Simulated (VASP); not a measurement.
The input files of a VASP run:

**INCAR**
```
# general
SYSTEM  = CdSe
PREC    = Accurate
ENCUT   = 480   # plane-wave cut-off (eV)
LREAL   = .FALSE.
LASPH   = .TRUE.   # aspherical one-centre terms

# electronic loop
EDIFF   = 1E-6   # SCF stop (eV)
NELM    = 100
ALGO    = Normal   # blocked Davidson
LMAXMIX = 4   # l cut-off of mixed one-centre charges
LMIXTAU = .TRUE.

# smearing
ISMEAR  = 0
SIGMA   = 0.05   # width (eV)

# functional
METAGGA = R2SCAN

# ions
IBRION  = 2   # conjugate gradients
NSW     = 60
ISIF    = 3   # ions, shape and volume
EDIFFG  = -0.01   # ionic stop

# output
LWAVE   = .FALSE.
LCHARG  = .FALSE.
```

POSCAR:
```
CdSe
1
    0.0000000000     3.0701897119     3.0701897119
    3.0701897119     0.0000000000     3.0701897119
    3.0701897119     3.0701897119     0.0000000000
Cd Se
1 1
Direct
  0.0000000000   0.0000000000   0.0000000000
  0.7500000000   0.7500000000   0.7500000000
```

**KPOINTS**
```
Automatic mesh
0
Gamma
7 7 7
0 0 0
```

POTCAR, in this order: Cd Se (PBE.64 set). Program: vasp_std.

Translate this r2SCAN calculation to Ansatz.

One equivalent input (not run):
Ansatz 0.2 input:
```yaml
crystal:
  lattice:
    - [0.0000000, 3.0701897, 3.0701897]
    - [3.0701897, 0.0000000, 3.0701897]
    - [3.0701897, 3.0701897, 0.0000000]
  atoms:
    - { symbol: Cd, position: [0.0000000, 0.0000000, 0.0000000] }
    - { symbol: Se, position: [0.7500000, 0.7500000, 0.7500000] }
kpoints:
  mp_grid: { grid: [7, 7, 7] }
hamiltonian:
  xc: r2scan
  pseudopotentials: { kind: paw }
scf:
  occupations: { method: gaussian, width: 0.05 }
  max_iter: 100
relax:
  max_steps: 60
  f_tol: 0.01
  cell: {}
output: { forces: true, stress: true, eigenvalues: true }
```
What does not carry over: each code has its own PAW files, so the cut-off isn't converted (ENCUT is set for VASP's; basis.ecutwfc is left out, and Ansatz then takes the one that its files recommend); Ansatz stops its SCF on the density residual and VASP on the energy change (EDIFF).

The compound is CdSe in the zinc blende structure, whereas wurtzite is the usual form. It was relaxed first. The start is the result of an earlier pass.
